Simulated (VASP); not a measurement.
**Band gap of CdF2 at several levels of theory**

Aim: the gap of CdF2 on one structure at many levels of theory. The starting structure is a measured crystal structure from the Crystallography Open Database. Cell and atoms stay as given. Meshes and data sets differ where the inputs say so.

Calculated with VASP 6.6.1; Kohn-Sham DFT with plane waves and PAW; 9 levels of theory, named at each step.

## (1) The structure

The structure is cubic, space group Fm-3m (No. 225). The conventional cell has a = 5.388 Å, b = 5.388 Å, c = 5.388 Å, α = 90.00°, β = 90.00°, γ = 90.00°. Cd has 8 F at 2.33 Å nearest. Nearest to F lie 4 Cd at 2.33 Å. Farther neighbours and most contacts between anions are not listed.

Coordinates:

```
Cd F
1.0
     0.00000    2.69400    2.69400
     2.69400    0.00000    2.69400
     2.69400    2.69400    0.00000
Cd F
1 2
Direct
  0.00000 0.00000 0.00000
  0.75000 0.75000 0.75000
  0.25000 0.25000 0.25000
```

## (2) Bands with LDA

LDA, the lowest rung, knows the local density alone.

Input file INCAR:

```
SYSTEM = CdF2
PREC = Accurate
ENCUT = 460
EDIFF = 1E-06
NELM = 100
ISMEAR = 0
SIGMA = 0.03
LREAL = .FALSE.
ALGO = Normal
GGA = CA
NBANDS = 26
LORBIT = 11
LWAVE = .FALSE.
LCHARG = .FALSE.
KPAR = 4
LASPH = .TRUE.
```

Input file POSCAR:

```
CdF2
1.0
    0.0000000000      2.6940000000      2.6940000000
    2.6940000000      0.0000000000      2.6940000000
    2.6940000000      2.6940000000      0.0000000000
Cd F
1 2
Direct
    0.0000000000      0.0000000000      0.0000000000
    0.7500000000      0.7500000000      0.7500000000
    0.2500000000      0.2500000000      0.2500000000
```

Input file KPOINTS:

```
Automatic mesh
0
Gamma
8 8 8
0 0 0
```

Input file KPOINTS_OPT:

```
Line mode
10
Line-mode
Reciprocal
  0.00000000   0.00000000   0.00000000 GAMMA
  0.50000000   0.00000000   0.50000000 X

  0.50000000   0.00000000   0.50000000 X
  0.50000000   0.25000000   0.75000000 W

  0.50000000   0.25000000   0.75000000 W
  0.37500000   0.37500000   0.75000000 K

  0.37500000   0.37500000   0.75000000 K
  0.00000000   0.00000000   0.00000000 GAMMA

  0.00000000   0.00000000   0.00000000 GAMMA
  0.50000000   0.50000000   0.50000000 L

  0.50000000   0.50000000   0.50000000 L
  0.62500000   0.25000000   0.62500000 U

  0.62500000   0.25000000   0.62500000 U
  0.50000000   0.25000000   0.75000000 W

  0.50000000   0.25000000   0.75000000 W
  0.50000000   0.50000000   0.50000000 L

  0.50000000   0.50000000   0.50000000 L
  0.37500000   0.37500000   0.75000000 K

  0.62500000   0.25000000   0.62500000 U
  0.50000000   0.00000000   0.50000000 X
```

PAW data sets: Cd and F (LDA family, release 64).

The run is started by

```bash
$ mpirun -np 4 vasp_std
```

The log of the run:

```text
[banner, memory and clock lines left out]
running    4 mpi-ranks, on    1 nodes
 distrk:  each k-point on    1 cores,    4 groups
 distr:  one band on    1 cores,    1 groups

 POSCAR found type information on POSCAR CdF
 POSCAR found :  2 types and       3 ions
 LDA part: xc-table for (Slater(with rela. corr.)+CA(PZ))
 , standard interpolation
 POSCAR, INCAR and KPOINTS ok, starting setup
 FFT: planning ... GRIDC
 FFT: planning ... GRID_SOFT
 FFT: planning ... GRID
 WAVECAR not read
 entering main loop
       N       E                     dE             d eps       ncg     rms          rms(c)
DAV:   1     0.182485386708E+03    0.18249E+03   -0.13660E+04  1564   0.923E+02
DAV:   2    -0.689009087557E+01   -0.18938E+03   -0.17845E+03  1764   0.273E+02
DAV:   3    -0.142492142344E+02   -0.73591E+01   -0.73277E+01  1716   0.576E+01
DAV:   4    -0.142786716131E+02   -0.29457E-01   -0.29455E-01  1670   0.379E+00
DAV:   5    -0.142787629063E+02   -0.91293E-04   -0.91293E-04  1684   0.183E-01    0.987E+00
DAV:   6    -0.127468948630E+02    0.15319E+01   -0.21843E+00  1782   0.274E+01    0.779E+00
DAV:   7    -0.127594038795E+02   -0.12509E-01   -0.71193E-01  1576   0.585E+00    0.420E+00
DAV:   8    -0.127298189124E+02    0.29585E-01   -0.11391E-01  1610   0.250E+00    0.688E-01
DAV:   9    -0.127216757774E+02    0.81431E-02   -0.19410E-02  1754   0.166E+00    0.103E-01
DAV:  10    -0.127218832221E+02   -0.20744E-03   -0.17889E-03  1578   0.364E-01    0.804E-02
DAV:  11    -0.127219030440E+02   -0.19822E-04   -0.61881E-05  1666   0.704E-02    0.195E-02
DAV:  12    -0.127219037551E+02   -0.71110E-06   -0.62774E-06  1574   0.178E-02
   1 F= -.12721904E+02 E0= -.12721904E+02  d E =-.295670E-12
 Start KPOINTS_OPT (optional k-point list driver)
k-point batch [1-29\100]
       N       E                     dE             ncg
DAV:   1     0.206401331033E+03   -0.22579E+05     1580
DAV:   2    -0.524018411485E+04   -0.54466E+04     1716
DAV:   3    -0.544769481674E+04   -0.20751E+03     1754
DAV:   4    -0.544846333451E+04   -0.76852E+00     1808
DAV:   5    -0.544846570319E+04   -0.23687E-02     1786
DAV:   6    -0.544846571441E+04   -0.11217E-04     1766
DAV:   7    -0.544846571448E+04   -0.70166E-07     1362
[...]
k-point batch [88-100\100]
       N       E                     dE             ncg
DAV:   1     0.140932405752E+05   -0.12513E+05      716
DAV:   2     0.116933066870E+05   -0.23999E+04      754
DAV:   3     0.116016083026E+05   -0.91698E+02      806
DAV:   4     0.116012573168E+05   -0.35099E+00      838
DAV:   5     0.116012562498E+05   -0.10670E-02      834
DAV:   6     0.116012562449E+05   -0.48984E-05      804
DAV:   7     0.116012562448E+05   -0.31767E-07      618
```

The job ended after 8.2 s (4 MPI ranks of Intel Xeon 6975P-C (Granite Rapids), shared host; peak memory 0.64 GiB; 28 s of CPU time).

The logs omit lines about the potential files and the build; timing stands in the text.

From OUTCAR (step 2):

```text
ion  position               nearest neighbor table
   1  0.000  0.000  0.000-   2 2.33   2 2.33   2 2.33   2 2.33   3 2.33   3 2.33   3 2.33   3 2.33

  LATTYP: Found a face centered cubic cell.
 ALAT       =     5.3880000000

 Subroutine GETGRP returns: Found 48 space group operations
 (whereof 48 operations were pure point group operations)

The static configuration has the point symmetry O_h .

 Found     29 irreducible k-points:

   k-points           NKPTS =     29   k-points in BZ     NKDIM =     29   number of bands    NBANDS=     26

   dimension x,y,z NGX =    28 NGY =   28 NGZ =   28
   dimension x,y,z NGXF=    56 NGYF=   56 NGZF=   56

   ENCUT  =  460.0 eV  33.81 Ry    5.81 a.u.   6.66  6.66  6.66*2*pi/ulx,y,z

   NELECT =      26.0000    total number of electrons

 k-points in reciprocal lattice and weights: Automatic mesh
   0.00000000  0.00000000  0.00000000       0.002
   0.12500000  0.00000000  0.00000000       0.016
   0.25000000  0.00000000  0.00000000       0.016
   0.37500000  0.00000000  0.00000000       0.016
   0.50000000  0.00000000  0.00000000       0.008
   0.12500000  0.12500000  0.00000000       0.012
   0.25000000  0.12500000  0.00000000       0.047
   0.37500000  0.12500000  0.00000000       0.047
   0.50000000  0.12500000  0.00000000       0.047
[...]
-0.37500000  0.50000000  0.12500000       0.023
  -0.25000000  0.50000000  0.25000000       0.012

 average (electrostatic) potential at core
       1 -39.9251       2 -77.8818       3 -77.8818

 E-fermi :  -1.5307

 k-point     1 :       0.0000    0.0000    0.0000
  band No.  band energies     occupation
    ...
      9      -2.6752      2.00000
     10      -2.6752      2.00000
     11      -2.1466      2.00000
     12      -2.1466      2.00000
     13      -2.1466      2.00000
     14       1.1334      0.00000
     15      10.6459      0.00000
     16      10.6459      0.00000
     17      10.6459      0.00000
     18      15.4629      0.00000
    ...

 k-point     2 :       0.1250    0.0000    0.0000
  band No.  band energies     occupation
    ...
      9      -2.7786      2.00000
     10      -2.7785      2.00000
     11      -2.2678      2.00000
     12      -2.1398      2.00000
     13      -2.1398      2.00000
     14       1.7335      0.00000
     15       9.9276      0.00000
     16      10.8796      0.00000
     17      10.8796      0.00000
     18      16.4859      0.00000
    ...

 k-point     3 :       0.2500    0.0000    0.0000
  band No.  band energies     occupation
    ...
      9      -3.0667      2.00000
     10      -3.0667      2.00000
     11      -2.8133      2.00000
     12      -2.1085      2.00000
     13      -2.1085      2.00000
     14       3.0558      0.00000
     15       8.7640      0.00000
     16      11.4830      0.00000
     17      11.4830      0.00000
     18      16.7928      0.00000
    ...

  Total       -1.5863412     -1.5863412     -1.5863412      0.0000000      0.0000000      0.0000000
  in kB      -64.9956674    -64.9956674    -64.9956674      0.0000000      0.0000000      0.0000000
  external PRESSURE =     -64.9956674 kB  Pullay stress =       0.0000000 kB

  energy-cutoff  :      460.00
  volume of cell :       39.10
      direct lattice vectors                 reciprocal lattice vectors
     0.000000000  2.694000000  2.694000000    -0.185597624  0.185597624  0.185597624
     2.694000000  0.000000000  2.694000000     0.185597624 -0.185597624  0.185597624
     2.694000000  2.694000000  0.000000000     0.185597624  0.185597624 -0.185597624

 POSITION                                       TOTAL-FORCE (eV/Angst)
 -----------------------------------------------------------------------------------
      0.00000      0.00000      0.00000         0.000000      0.000000      0.000000
      4.04100      4.04100      4.04100         0.000000      0.000000     -0.000000
      1.34700      1.34700      1.34700        -0.000000     -0.000000      0.000000
 -----------------------------------------------------------------------------------
    total drift:                                0.000000      0.000000      0.000000

  FREE ENERGIE OF THE ION-ELECTRON SYSTEM (eV)
  ---------------------------------------------------
  free  energy   TOTEN  =       -12.7219037551 eV

  energy  without entropy=      -12.7219037551  energy(sigma->0) =      -12.72190376

 total charge
# of ion       s       p       d       tot
------------------------------------------
    1        0.242   0.204   9.675  10.121
    2        1.741   4.314   0.000   6.055
    3        1.741   4.314   0.000   6.055
--------------------------------------------------
tot          3.724   8.832   9.675  22.230

[... 3 further parts left out ...]
```

Spin-orbit coupling is off here; it would split degenerate levels. At this level the cell is under a tension of 6.5 GPa, so at these settings it is away from equilibrium.

LDA gives a least gap of 2.799 eV, and a least direct gap of 3.280 eV.

## (3) Bands with PBE

PBE, the usual starting point, adds the gradient of the density.

Changes to INCAR since step 2:

```diff
@@ -9,3 +9,3 @@
 ALGO = Normal
-GGA = CA
+GGA = PE
 NBANDS = 26
```

POSCAR is that of step 2.

KPOINTS is that of step 2.

KPOINTS_OPT is that of step 2.

Potentials, in the order of the species: Cd and F (PBE family, release 64).

The run is started by

```bash
$ mpirun -np 4 vasp_std
```

The log of the run:

```text
[banner, memory and clock lines left out]
running    4 mpi-ranks, on    1 nodes
[...]
LDA part: xc-table for (Slater+PW92), standard interpolation
 POSCAR, INCAR and KPOINTS ok, starting setup
[...]
entering main loop
       N       E                     dE             d eps       ncg     rms          rms(c)
DAV:   1     0.184035585380E+03    0.18404E+03   -0.13750E+04  1564   0.923E+02
DAV:   2    -0.517419575481E+01   -0.18921E+03   -0.17847E+03  1764   0.275E+02
DAV:   3    -0.125322652865E+02   -0.73581E+01   -0.73274E+01  1700   0.576E+01
DAV:   4    -0.125611493934E+02   -0.28884E-01   -0.28882E-01  1686   0.372E+00
[...]
DAV:  12    -0.108656210808E+02   -0.17737E-04   -0.19411E-05  1594   0.330E-02    0.154E-02
DAV:  13    -0.108656222265E+02   -0.11457E-05   -0.28978E-06  1570   0.143E-02    0.381E-03
DAV:  14    -0.108656220137E+02    0.21282E-06   -0.55775E-07  1362   0.942E-03
   1 F= -.10865622E+02 E0= -.10865622E+02  d E =-.349364E-34
 Start KPOINTS_OPT (optional k-point list driver)
k-point batch [1-29\100]
       N       E                     dE             ncg
DAV:   1     0.429299196112E+03   -0.22356E+05     1580
DAV:   2    -0.501426731543E+04   -0.54436E+04     1732
DAV:   3    -0.522100736909E+04   -0.20674E+03     1770
DAV:   4    -0.522176453458E+04   -0.75717E+00     1826
DAV:   5    -0.522176697035E+04   -0.24358E-02     1770
DAV:   6    -0.522176698232E+04   -0.11969E-04     1784
DAV:   7    -0.522176698240E+04   -0.77986E-07     1346
[...]
k-point batch [88-100\100]
       N       E                     dE             ncg
DAV:   1     0.141904942293E+05   -0.12416E+05      716
DAV:   2     0.117949578135E+05   -0.23955E+04      762
DAV:   3     0.117036269031E+05   -0.91331E+02      808
DAV:   4     0.117032803223E+05   -0.34658E+00      822
DAV:   5     0.117032792188E+05   -0.11035E-02      834
DAV:   6     0.117032792136E+05   -0.52762E-05      824
DAV:   7     0.117032792135E+05   -0.35143E-07      626
```

The job ended after 9.2 s (4 MPI ranks; peak memory 0.69 GiB; 32 s of CPU time).

Parts of OUTCAR (step 3):

```text
  Total        1.0850136      1.0850136      1.0850136      0.0000000      0.0000000      0.0000000
  in kB       44.4552419     44.4552419     44.4552419      0.0000000      0.0000000      0.0000000
  external PRESSURE =      44.4552419 kB  Pullay stress =       0.0000000 kB

 POSITION                                       TOTAL-FORCE (eV/Angst)
 -----------------------------------------------------------------------------------
      0.00000      0.00000      0.00000        -0.000000     -0.000000      0.000000
      4.04100      4.04100      4.04100         0.000000      0.000000      0.000000
      1.34700      1.34700      1.34700        -0.000000     -0.000000     -0.000000
 -----------------------------------------------------------------------------------
    total drift:                                0.000000      0.000000      0.000000

  FREE ENERGIE OF THE ION-ELECTRON SYSTEM (eV)
  ---------------------------------------------------
  free  energy   TOTEN  =       -10.8656220137 eV

  energy  without entropy=      -10.8656220137  energy(sigma->0) =      -10.86562201

[... 2 parts as in an earlier step ...]

[... 1 further part left out ...]
[key lines of the parts left out:]
E-fermi :  -1.0633
```

PBE gives a least gap of 3.071 eV, and a least direct gap of 3.570 eV. The least gap is +0.272 eV from that of LDA.

## (4) Bands with r2SCAN

r2SCAN adds the kinetic-energy density, costs more than a GGA and is run with LASPH.

Changes to INCAR since step 3:

```diff
@@ -9,3 +9,4 @@
 ALGO = Normal
-GGA = PE
+METAGGA = R2SCAN
+LASPH = .TRUE.
 NBANDS = 26
@@ -15,2 +16 @@
 KPAR = 4
-LASPH = .TRUE.
```

POSCAR is that of step 3.

KPOINTS is that of step 3.

KPOINTS_OPT is that of step 3.

The run is started by

```bash
$ mpirun -np 4 vasp_std
```

The log of the run:

```text
[banner, memory and clock lines left out]
running    4 mpi-ranks, on    1 nodes
[...]
|                                                                             |
|               ----> ADVICE to this user running VASP <----                  |
|                                                                             |
|     You enforced a specific xc type in the INCAR file but a different       |
|     [... a line on the potential file left out ...]
|     I HOPE YOU KNOW WHAT YOU ARE DOING!                                     |
|                                                                             |

 LDA part: xc-table for (None), standard interpolation
 POSCAR, INCAR and KPOINTS ok, starting setup
[...]
entering main loop
       N       E                     dE             d eps       ncg     rms          rms(c)
DAV:   1     0.157301519126E+03    0.15730E+03   -0.13900E+04  1564   0.938E+02
DAV:   2    -0.355576689286E+02   -0.19286E+03   -0.18161E+03  1774   0.279E+02
[...]
DAV:  14    -0.337287327759E+02    0.47776E-05   -0.30848E-05  1616   0.434E-02    0.126E-02
DAV:  15    -0.337287314677E+02    0.13083E-05   -0.90841E-07  1028   0.697E-03    0.658E-03
DAV:  16    -0.337287311752E+02    0.29250E-06   -0.65011E-07   796   0.614E-03
   1 F= -.33728731E+02 E0= -.33728731E+02  d E =-.556092E-39
 Start KPOINTS_OPT (optional k-point list driver)
k-point batch [1-29\100]
       N       E                     dE             ncg
DAV:   1     0.291789216798E+02   -0.22756E+05     1580
DAV:   2    -0.556295862702E+04   -0.55921E+04     1746
DAV:   3    -0.577260081877E+04   -0.20964E+03     1768
DAV:   4    -0.577330934192E+04   -0.70852E+00     1798
DAV:   5    -0.577331150334E+04   -0.21614E-02     1798
DAV:   6    -0.577331151400E+04   -0.10654E-04     1774
DAV:   7    -0.577331151407E+04   -0.68545E-07     1352
[...]
k-point batch [88-100\100]
       N       E                     dE             ncg
DAV:   1     0.140073122436E+05   -0.12599E+05      716
DAV:   2     0.115492003946E+05   -0.24581E+04      762
DAV:   3     0.114567093879E+05   -0.92491E+02      802
DAV:   4     0.114563896487E+05   -0.31974E+00      830
DAV:   5     0.114563886933E+05   -0.95538E-03      830
DAV:   6     0.114563886887E+05   -0.46074E-05      782
DAV:   7     0.114563886887E+05   -0.32254E-07      636
```

It took 35 s on 4 MPI ranks; peak memory 0.69 GiB.

OUTCAR, selected parts (step 4):

```text
  Total       -0.1493300     -0.1493300     -0.1493300     -0.0000000      0.0000000     -0.0000000
  in kB       -6.1183569     -6.1183569     -6.1183569     -0.0000000      0.0000000     -0.0000000
  external PRESSURE =      -6.1183569 kB  Pullay stress =       0.0000000 kB

 POSITION                                       TOTAL-FORCE (eV/Angst)
 -----------------------------------------------------------------------------------
      0.00000      0.00000      0.00000        -0.000000     -0.000000     -0.000000
      4.04100      4.04100      4.04100         0.000000      0.000000      0.000000
      1.34700      1.34700      1.34700        -0.000000      0.000000     -0.000000
 -----------------------------------------------------------------------------------
    total drift:                                0.000000      0.000000      0.000000

  FREE ENERGIE OF THE ION-ELECTRON SYSTEM (eV)
  ---------------------------------------------------
  free  energy   TOTEN  =       -33.7287311752 eV

  energy  without entropy=      -33.7287311752  energy(sigma->0) =      -33.72873118

[... 2 parts as in an earlier step ...]

[... 1 further part left out ...]
[key lines of the parts left out:]
E-fermi :  -1.6004
```

The log as kept lacks single lines of electronic cycles.

r2SCAN gives a least gap of 3.752 eV, and a least direct gap of 4.255 eV. The least gap is +0.953 eV from that of LDA.

(Part 1 of 3 ends here.)

[Lines on the potential files, build, host, timing and source positions are cut from VASP's logs without a mark.]

[Logs are printed without paths, hosts, clocks, repeated set-up lines and the standing remarks that a program may print on its own settings, such as how far it seeks lower states.]

[Hosts, paths, dates, database ids (printed as entryN), source tags and the programs' standing remarks are cut or masked in the printed files.]
